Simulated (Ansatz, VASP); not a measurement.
## Cross-check of K6Sr5Si30P6O83 between VASP and Ansatz

One calculation is typed for both programs; each brings its own data sets. How far apart do they land? The structure shown is frame 43 of Ansatz's trajectory.

Calculated with Ansatz 0.2.0; plane waves, with VASP 6.6.1 beside it; single point at PBE.

## (1) Set-up

The cell holds 130 atoms: 30 Si, 5 Sr, 6 K, 6 P and 83 O. Its edges and angles: a = 12.442 Å, b = 12.442 Å, c = 12.442 Å, α = 90.0°, β = 90.0°, γ = 90.0°. As first built, before any earlier steps moved the atoms (in the runner's words): 130 atoms (30 Si, 5 Sr, 6 K, 6 P, 83 O) placed at random at 2.55 g/cm^3, melted at 4000 K for 10 ps at fixed volume with the Morse and Coulomb pair potential with partial charges (Pedone, Malavasi, Menziani, Cormack and Segre, J. Phys. Chem. B 110, 11780 (2006)). Quenched from 4000 K to 300 K at 50 K/ps and fixed volume, held 10 ps at zero pressure, then minimised at fixed cell.

## (2) Ansatz: dynamics, PBE

Ansatz runs on its default PAW (the set named soft_2) files.

One frame of this run of dynamics is then solved in both programs, so the motion causes no difference.

Contents of input.yaml:

```yaml
crystal:
  lattice:
    - [12.44197, 0.0, 0.0]
    - [0.0, 12.44197, 0.0]
    - [0.0, 0.0, 12.44197]
  atoms:
    - { symbol: Si, position: [0.679, 0.64884, 0.37488] }
    - { symbol: Si, position: [0.72286, 0.28516, 0.11365] }
    - { symbol: Si, position: [0.04865, 0.19834, 0.8714] }
    - { symbol: Si, position: [0.74646, 0.10106, 0.75254] }
    - { symbol: Si, position: [0.70398, 0.99732, 0.96027] }
    - { symbol: Si, position: [0.58579, 0.87887, 0.38844] }
    - { symbol: Si, position: [0.30744, 0.09506, 0.58724] }
    - { symbol: Si, position: [0.66802, 0.58059, 0.9741] }
    - { symbol: Si, position: [0.81514, 0.29821, 0.87136] }
    - { symbol: Si, position: [0.78348, 0.50808, 0.18735] }
    - { symbol: Si, position: [0.05461, 0.27889, 0.44574] }
    - { symbol: Si, position: [0.08286, 0.03528, 0.03773] }
    - { symbol: Si, position: [0.51354, 0.40888, 0.88183] }
    - { symbol: Si, position: [0.19106, 0.87387, 0.39565] }
    - { symbol: Si, position: [0.07787, 0.68002, 0.27955] }
    - { symbol: Si, position: [0.85755, 0.07673, 0.1494] }
    - { symbol: Si, position: [0.90908, 0.65693, 0.46607] }
    - { symbol: Si, position: [0.52349, 0.18335, 0.00773] }
    - { symbol: Si, position: [0.55156, 0.80161, 0.99193] }
    - { symbol: Si, position: [0.77342, 0.04584, 0.37996] }
    - { symbol: Si, position: [0.43735, 0.87868, 0.20165] }
    - { symbol: Si, position: [0.13068, 0.37083, 0.04197] }
    - { symbol: Si, position: [0.10253, 0.95677, 0.61366] }
    - { symbol: Si, position: [0.02819, 0.43926, 0.25333] }
    - { symbol: Si, position: [0.18509, 0.29164, 0.67132] }
    - { symbol: Si, position: [0.50846, 0.5281, 0.52318] }
    - { symbol: Si, position: [0.51199, 0.10244, 0.6994] }
    - { symbol: Si, position: [0.21781, 0.11289, 0.34772] }
    - { symbol: Si, position: [0.91484, 0.11239, 0.56308] }
    - { symbol: Si, position: [0.31537, 0.08682, 0.1304] }
[... 94 atom lines left out ...]
    - { symbol: O, position: [0.0569, 0.85697, 0.68685] }
    - { symbol: O, position: [0.60185, 0.23867, 0.10581] }
    - { symbol: O, position: [0.09372, 0.55305, 0.26345] }
    - { symbol: O, position: [0.22102, 0.00717, 0.63956] }
    - { symbol: O, position: [0.14213, 0.68162, 0.67944] }
    - { symbol: O, position: [0.54504, 0.40349, 0.56735] }
kpoints:
  mp_grid: { grid: [1, 1, 1] }
hamiltonian:
  xc: pbe
scf:
  occupations: { method: fermi_dirac, width: 0.025 }
output:
  forces: true
md:
  timestep: 1.0
  n_steps: 130
  ensemble: nvt_langevin
  temperature: 300
  initial_velocities: maxwell_boltzmann
  seed: 2847
```

Command:

```sh
$ ansatz run input.yaml --threads 4 --pin off --max-ram 8192MiB --backend cpu --events-out ev --progress --plain --runs-dir out
```

Numbers of over 12 decimals in the logs are rounded to 6 here.

The program printed:

```text
Warning: md: disabling space-group detection — thermal motion breaks the input geometry's symmetry, so no spatial operation reduces the k-mesh or symmetrises the density; time reversal is kept, so that k and −k are solved as one point where they differ and the mesh holds both, and exact exchange and, on two spinor components, a DFT+U term hold to it where the run has them: on two components no moment then forms, and  [...]
Engine: ansatz 0.2.0, aarch64-unknown-linux-gnu
Pseudopotentials: kind: paw
Pseudopotential: Si, paw, valence charge 4, recommended cutoff 420 eV (normal), Si.paw.azcp
Pseudopotential: Sr, paw, valence charge 10, recommended cutoff 420 eV (normal), Sr.paw.azcp
Pseudopotential: K, paw, valence charge 9, recommended cutoff 420 eV (normal), K.paw.azcp
Pseudopotential: P, paw, valence charge 5, recommended cutoff 420 eV (normal), P.paw.azcp
Pseudopotential: O, paw, valence charge 6, recommended cutoff 420 eV (normal), O.paw.azcp
Functional definition: PBE
  parameter kappa = 0.804
  parameter beta = 0.066725
  exchange = pbe_x(kappa = kappa, mu = beta*pi^2/3)
  correlation = pbe_c(beta = beta)
Crystal: 130 atoms, lattice volume = 1926.050 Å³
Basis set: ecut = 420 eV, 37561 PW (Γ), exchange–correlation on 180×180×180 points (8 copies of the dense FFT grid, shifted against one another)
Bands: 506, of which v1, the nominal top of the filled ones, is band 376 counted from 1 (375 counted from 0)
Symmetry: 1 space group operations
k-points: 1
Non-local potential: Si, projectors of the file, l = 0: 2, l = 1: 2, l = 2: 2
Non-local potential: Sr, projectors of the file, l = 0: 3, l = 1: 2, l = 2: 2
Non-local potential: K, projectors of the file, l = 0: 3, l = 1: 2, l = 2: 2
Non-local potential: P, projectors of the file, l = 0: 2, l = 1: 2, l = 2: 2
Non-local potential: O, projectors of the file, l = 0: 2, l = 1: 2, l = 2: 1
PAW form: soft (Blöchl's): semilocal exchange-correlation on the pseudo side does not see the compensation charge
PAW one-centre angular grid: Si, 110 points (default); XC on 64 Gauss nodes
PAW one-centre angular grid: Sr, 110 points (default); XC on 64 Gauss nodes
PAW one-centre angular grid: K, 110 points (default); XC on 64 Gauss nodes
PAW one-centre angular grid: P, 110 points (default); XC on 64 Gauss nodes
PAW one-centre angular grid: O, 110 points (default); XC on 64 Gauss nodes
Initial density: superposition of atomic densities (neutral atoms: chi_scale 0, normalization atom), corrected by the library's trained network
Initial wavefunctions: pseudopotential atomic-orbital guess
Functional: x = pbe(κ = 0.804, μ = 0.219515), c = pbe(β = 0.066725)
SCF iter   1: F=—  HF=-97778.927210 eV  |F-HF|=—  |Δ(HF+E_count)|=         —  Δρ=2.39e-3  dr2=1.61e-1  ethr=1.77e-3  ⟨swp⟩=8.0  Hψ=2832  notcnv=0  defer=111
preconditioner: auto → Resta (q_TF=auto, 2.332 Å⁻¹)  ε∞=3.0  [insulator: Δε(μ)=3.069 eV  Ē_g=16.003 eV  σ=0.025 eV  W_gap=1.00  n_scr=436 (ndim 8)  ℏωp=22.9 eV  f_vac=0.172  D(μ)=0.00/eV (n_scr^D=0)  ε∞_Penn≈3.0]
SCF iter   2: F=—  HF=-97778.905011 eV  |F-HF|=—  |Δ(HF+E_count)|=   2.22e-2  Δρ=1.20e-3  dr2=3.54e-2  ethr=2.14e-5  ⟨swp⟩=3.0  Hψ=918  notcnv=0  defer=125
SCF iter   3: F=—  HF=-97778.905086 eV  |F-HF|=—  |Δ(HF+E_count)|=   7.52e-5  Δρ=5.24e-4  dr2=1.02e-2  ethr=4.70e-6  ⟨swp⟩=3.0  Hψ=683  notcnv=0  defer=125
SCF iter   4: F=—  HF=-97778.903816 eV  |F-HF|=—  |Δ(HF+E_count)|=   1.27e-3  Δρ=2.16e-4  dr2=1.08e-3  ethr=1.36e-6  ⟨swp⟩=3.0  Hψ=681  notcnv=0  defer=125
SCF iter   5: F=—  HF=-97778.903779 eV  |F-HF|=—  |Δ(HF+E_count)|=   3.69e-5  Δρ=1.22e-4  dr2=2.64e-4  ethr=1.44e-7  ⟨swp⟩=3.0  Hψ=721  notcnv=0  defer=125
SCF iter   6: F=—  HF=-97778.903763 eV  |F-HF|=—  |Δ(HF+E_count)|=   1.66e-5  Δρ=3.31e-5  dr2=1.91e-5  ethr=3.51e-8  ⟨swp⟩=2.0  Hψ=742  notcnv=0  defer=125
SCF iter   7: F=—  HF=-97778.908385 eV  |F-HF|=—  |Δ(HF+E_count)|=   4.62e-3  Δρ=1.58e-5  dr2=4.26e-6  ethr=2.54e-9  ⟨swp⟩=3.0  Hψ=907  notcnv=0  defer=125
SCF iter   8: F=—  HF=-97778.908386 eV  |F-HF|=—  |Δ(HF+E_count)|=   1.06e-6  Δρ=6.32e-6  dr2=7.07e-7  ethr=5.67e-10  ⟨swp⟩=3.0  Hψ=750  notcnv=0  defer=125
SCF iter   9: F=-97778.908386 eV  HF=-97778.908386 eV  |F-HF|=2.53e-8  |Δ(HF+E_count)|=   2.44e-7  Δρ=1.86e-6  dr2=7.12e-8  ethr=1.33e-11  ⟨swp⟩=3.0  Hψ=1789  notcnv=0
SCF 1 converged in 9 iterations: F = -97778.908386 eV  dr2 = 7.12e-8
  greatest PAW one-centre occupation: 0.988 electrons in one spin orbital (limit 2), on the K atom at site 40 (counted from 0), in its partial waves of l = 0
[...]
SCF iter   4: F=—  HF=-97780.900248 eV  |F-HF|=—  |Δ(HF+E_count)|=   2.54e-4  Δρ=7.13e-5  dr2=1.16e-4  ethr=1.66e-7  ⟨swp⟩=2.0  Hψ=699  notcnv=0  defer=10
SCF iter   5: F=—  HF=-97780.900256 eV  |F-HF|=—  |Δ(HF+E_count)|=   7.64e-6  Δρ=4.80e-5  dr2=3.75e-5  ethr=1.54e-8  ⟨swp⟩=3.0  Hψ=721  notcnv=0  defer=10
SCF iter   6: F=—  HF=-97780.904915 eV  |F-HF|=—  |Δ(HF+E_count)|=   4.66e-3  Δρ=1.11e-5  dr2=2.20e-6  ethr=4.99e-9  ⟨swp⟩=2.0  Hψ=692  notcnv=0  defer=10
SCF iter   7: F=—  HF=-97780.904916 eV  |F-HF|=—  |Δ(HF+E_count)|=   1.23e-6  Δρ=5.55e-6  dr2=4.81e-7  ethr=2.93e-10  ⟨swp⟩=3.0  Hψ=734  notcnv=0  defer=10
SCF iter   8: F=-97780.904917 eV  HF=-97780.904917 eV  |F-HF|=4.07e-9  |Δ(HF+E_count)|=   2.90e-8  Δρ=1.83e-6  dr2=5.96e-8  ethr=1.33e-11  ⟨swp⟩=4.0  Hψ=1820  notcnv=0
SCF 131 converged in 8 iterations: F = -97780.904917 eV  dr2 = 5.96e-8
md step   130: t =   130.00 fs  T =   339.0 K  F+E_penalty+E_count = -97780.90491652 eV  E_kin = 5.696341 eV  (8 SCF iters)
SCF converged after 8 iterations
Free energy (F): -97780.904917 eV
Harris-Foulkes:  -97780.904917 eV  (|F-HF|=4.07e-9)
Internal energy: -97780.904917 eV  (E = F + TS)
E sigma→0 (E₀):  -97780.904917 eV
Fermi energy:    5.682312 eV
--- Per-component energies (eV) ---
  E_band       = -4016.789758
  E_kinetic    = 19320.397061
  E_local      = -52605.472211  (includes V_loc(G=0)·N_el)
  E_nonlocal   = 5961.906562
  E_hartree    = 19152.464064
  E_xc         = -9889.629909
  E_vxc        = -11466.090322  (∫ρ·V_xc dr)
  E_paw        = -50144.557485  (= ΣΔE_a)
  E_vpaw       = -3532.673309  (= ΣTr[D̂ρ^β])
  E_aug_tail   = 0.210388  (compensation charges beyond the density's cutoff)
  E_ewald      = -29576.223387
  E_smearing   = -0.000000  (= −TS)
  E_closure    = 0.000000  (closes the sum)
  Σ components = -97780.904917   (vs F -97780.904917, Δ=0.00e0)
--- Forces (eV/Å), atoms counted from 1 ---
  atom   1  Si     0.03865257     1.29854041    -2.93183400
  atom   2  Si     0.25124659    -0.29781000     0.15190627
  atom   3  Si     0.72947354     1.65660230    -0.79252374
  atom   4  Si    -0.49014208     1.73039402    -1.68926757
  atom   5  Si    -0.79705867     1.48277394     0.71567036
  atom   6  Si     1.13216925     0.31334087     0.80060006
  atom   7  Si     0.65016300     3.59650965    -1.21751431
  atom   8  Si    -0.10105586    -0.84545491     1.20795844
  atom   9  Si    -0.21241152     1.00813480    -0.64676487
  atom  10  Si     0.78778490    -0.41877922    -1.71451770
  atom  11  Si     0.62093276     0.61010374    -0.36148275
  atom  12  Si    -0.77381826    -0.16649326     0.93970445
  atom  13  Si    -0.02301656    -1.15355614    -1.10454493
  atom  14  Si     0.84416667     2.69598547     1.71193128
  atom  15  Si    -2.30705013    -1.40410043    -0.40425688
  atom  16  Si    -0.95692972     0.40947002     1.41053134
  atom  17  Si    -0.16395297    -0.95116420     2.85416998
  atom  18  Si     0.75597199    -0.25160099    -1.18622442
  atom  19  Si    -1.99903402     0.01067901     0.43651147
  atom  20  Si     0.46723767    -0.69959964    -1.65326547
  atom  21  Si    -0.92494156    -1.26413811    -0.59439073
  atom  22  Si    -0.67626014     1.22223870    -0.49721536
  atom  23  Si     0.68139019    -0.38226450    -2.87034762
  atom  24  Si    -1.30464931    -1.38897911    -0.28058031
[...]
atom 123  O      0.55050881    -0.45654459     0.43613755
  atom 124  O     -0.82711425     0.72719559    -0.58797926
  atom 125  O      0.96568083     0.30636657     0.18823071
  atom 126  O     -0.33092572     0.28812895     0.43908935
  atom 127  O      0.56898198     1.68798549     0.37568986
  atom 128  O     -3.33255778    -2.59914186     2.12194993
  atom 129  O     -1.27560793     1.14669041    -0.16735143
  atom 130  O     -0.01639096    -0.39197125    -0.21340880
  max |Σ_I F_I| component: 4.67e-5 eV/Å
--- MD trajectory: 130 steps, t = 0.0 → 130.0 fs ---
  final state: T = 339.0 K   F+E_penalty+E_count = -97780.90491652 eV   E_kin = 5.696341 eV
```

## (3) VASP: single point, PBE

The same cell, functional, mesh and smearing now go to VASP, with its own data sets.

Lines of VASP's logs that name or quote its potential files are left out, and so is its time.

Contents of INCAR:

```
SYSTEM = K6Sr5Si30P6O83
PREC = Accurate
ENCUT = 520
EDIFF = 1E-06
NELM = 120
ISMEAR = -1
SIGMA = 0.025
LREAL = Auto
ALGO = Normal
GGA = PE
NBANDS = 480
LORBIT = 11
LWAVE = .FALSE.
LCHARG = .FALSE.
ISIF = 2
LASPH = .TRUE.
GGA_COMPAT = .FALSE.
EFERMI = MIDGAP
NCORE = 4
```

Contents of POSCAR:

```
K6Sr5Si30P6O83
1.0
   12.4419700000      0.0000000000      0.0000000000
    0.0000000000     12.4419700000      0.0000000000
    0.0000000000      0.0000000000     12.4419700000
Si Sr K P O
30 5 6 6 83
Direct
    0.6843610779      0.6494550300      0.3762185570
    0.7264364084      0.2823990092      0.1018086364
    0.0484891058      0.2026367207      0.8791935682
    0.7365473474      0.0995662262      0.7498089129
    0.7014805533      0.9990138218      0.9590523044
    0.5763878228      0.8776664789      0.3853489439
    0.3026449991      0.1020979797      0.5925910447
    0.6734705195      0.5836776652      0.9623395652
    0.8255043213      0.2996068950      0.8538519222
    0.7803828493      0.5048878915      0.1801643952
    0.0548787692      0.2729471298      0.4474291451
    0.0736057071      0.0372368684      0.0268044369
    0.5115749355      0.4135116867      0.8854144480
    0.2036253101      0.8667759205      0.3994142407
    0.0775279156      0.6855747120      0.2782115694
    0.8586501977      0.0769733410      0.1513104436
    0.9145577429      0.6493666196      0.4698934333
    0.5217019491      0.1895278642      0.0163237815
    0.5479035876      0.7963449518      0.9957988968
    0.7742986038      0.0529257023      0.3810972057
    0.4320537664      0.8680940398      0.2035690490
    0.1239273202      0.3835003621      0.0418985096
    0.1007637858      0.9454290599      0.6095979977
    0.0285324591      0.4419557353      0.2491888342
    0.1900824387      0.2968259850      0.6823919363
    0.5070017047      0.5318771867      0.5310413062
    0.5061738615      0.0982239951      0.6973975986
    0.2248438149      0.1036491810      0.3526129705
    0.9174511753      0.1055459867      0.5637210185
    0.3129970575      0.0766679232      0.1315065058
[... 94 atom lines left out ...]
    0.0560200676      0.8518345567      0.6920527859
    0.6037227224      0.2259449267      0.1194746491
    0.1029097482      0.5549362360      0.2615582581
    0.2242169046      0.9969618959      0.6387493299
    0.1373014081      0.6642838714      0.6868124582
    0.5323112015      0.3944150323      0.5565919223
```

Contents of KPOINTS:

```
Automatic mesh
0
Gamma
1 1 1
0 0 0
```

Potentials, in the order of the species: Si, Sr_sv, K_sv, P and O (PBE family, release 64).

Command:

```sh
$ mpirun -np 16 vasp_gam
```

The program printed:

```text
[banner, memory and clock lines left out]
running   16 mpi-ranks, on    1 nodes
[...]
LDA part: xc-table for (Slater+PW92), standard interpolation
 POSCAR, INCAR and KPOINTS ok, starting setup
[...]
entering main loop
       N       E                     dE             d eps       ncg     rms          rms(c)
DAV:   1     0.729583627127E+04    0.72958E+04   -0.44204E+05   968   0.154E+03
DAV:   2    -0.402834599760E+03   -0.76987E+04   -0.74275E+04  1184   0.394E+02
DAV:   3    -0.106735038235E+04   -0.66452E+03   -0.65925E+03  1184   0.123E+02
DAV:   4    -0.108908196812E+04   -0.21732E+02   -0.21647E+02  1264   0.228E+01
[...]
DAV:  18    -0.954630005199E+03   -0.64531E-05   -0.80996E-05  1216   0.137E-02    0.234E-02
DAV:  19    -0.954630003309E+03    0.18900E-05   -0.10620E-05  1144   0.769E-03    0.105E-02
DAV:  20    -0.954630003679E+03   -0.36987E-06   -0.85355E-06  1048   0.713E-03
   1 F= -.95463000E+03 E0= -.95463000E+03  d E =0.000000E+00
```

Parts of OUTCAR (step 3):

```text
  Total      -33.2297709    -31.0500971    -35.2939910    -19.3966310      7.3672483      9.2449514
  in kB      -27.6420648    -25.8289110    -29.3591788    -16.1350174      6.1284189      7.6903794
  external PRESSURE =     -27.6100515 kB  Pullay stress =       0.0000000 kB

 POSITION                                       TOTAL-FORCE (eV/Angst)
 -----------------------------------------------------------------------------------
[...]
0.99530     11.29540      0.60630        -0.088193     -1.679663     -0.470461
      8.92930      4.47010      7.78030        -1.716492     -1.155296      0.111364
      7.75880      0.53200      8.61020         2.253477      0.247379      0.594104
      2.45550      1.00240      0.77330         0.491570     -0.429651      0.375741
      9.02320      2.75180     10.00870         0.470669     -0.164810     -0.830264
      9.07150      7.26450      3.34450        -0.282683      0.796134      0.894274
      5.44170      0.94920      9.97790        -0.014565     -0.010064      0.306213
      0.89500      4.47260      2.02840         0.111144     -0.086881     -0.422695
     11.78370      8.45420      9.28080         0.136185      0.563642     -0.278859
      9.54530      0.19250     10.46170        -0.010150     -1.484441      2.717409
      3.84130      7.34200      3.97130         1.124144      0.253578     -0.913884
      5.03530      6.03250     10.74800         1.380277     -0.849849      0.083077
      0.13270      4.61080      4.56290         0.357104      0.289526     -0.915175
[...]
-----------------------------------------------------------------------------------
    total drift:                                0.034937     -0.001555     -0.001842

  FREE ENERGIE OF THE ION-ELECTRON SYSTEM (eV)
  ---------------------------------------------------
  free  energy   TOTEN  =      -954.6300036789 eV

  energy  without entropy=     -954.6300036789  energy(sigma->0) =     -954.63000368

[... 3 further parts left out ...]
[key lines of the parts left out:]
E-fermi :   3.3494
```

The run ends at a pressure of -2.76 GPa, with forces up to 3.8 eV/Å.

## (4) Side by side

Known differences besides the potentials themselves: the cutoff is 420 eV in Ansatz and 520 eV in VASP (PREC = Accurate, projectors in real space). Total energies have different zeros and are not compared.

Forces on 10 of the 130 atoms, those with the largest forces and the largest differences (eV/Å; atoms numbered as in POSCAR):

| atom | Ansatz x, y, z | VASP x, y, z |
| --- | --- | --- |
| Si6 | 2.674, -0.267, -1.070 | 2.704, -0.259, -1.052 |
| Si20 | 0.979, -2.249, -0.278 | 1.020, -2.394, -0.289 |
| Si22 | -0.070, -1.874, 0.164 | -0.129, -1.995, 0.207 |
| Si25 | -0.161, 1.446, -2.301 | -0.160, 1.400, -2.346 |
| P42 | -0.924, -2.503, 1.211 | -0.910, -2.461, 1.178 |
| P45 | -3.168, -0.068, 2.102 | -3.150, -0.029, 2.062 |
| O65 | -1.521, -1.234, 2.052 | -1.540, -1.248, 2.086 |
| O67 | 1.512, 2.295, -0.262 | 1.511, 2.312, -0.261 |
| O82 | -0.016, -1.461, 2.674 | -0.010, -1.484, 2.717 |
| O98 | -0.355, 0.048, 0.494 | -0.363, -0.095, 0.477 |

The forces differ by 36 meV/Å r.m.s., which is 4.1 % of the r.m.s. force of 0.882 eV/Å (both taken over all components).

## (5) Outcome

| Property | Result |
| --- | --- |
| r.m.s. force difference (single point, PBE) | 4.1 % of the r.m.s. force |

The r.m.s. force difference is 4.1 % of the r.m.s. force (single point, PBE), beyond the 3 % picked in this series as the mark of a large difference. What causes the difference of the single point, PBE pair stays open here. 2 further runs of this series are not shown here. How closely two codes agree says nothing of how well the functional describes the real material.

[Lines on the potential files, build, host, timing and source positions are cut from VASP's logs without a mark.]

[Logs are printed without paths, hosts, clocks, repeated set-up lines and the standing remarks that a program may print on its own settings, such as how far it seeks lower states.]

[Hosts, paths, dates, database ids (printed as entryN), source tags and the programs' standing remarks are cut or masked in the printed files.]
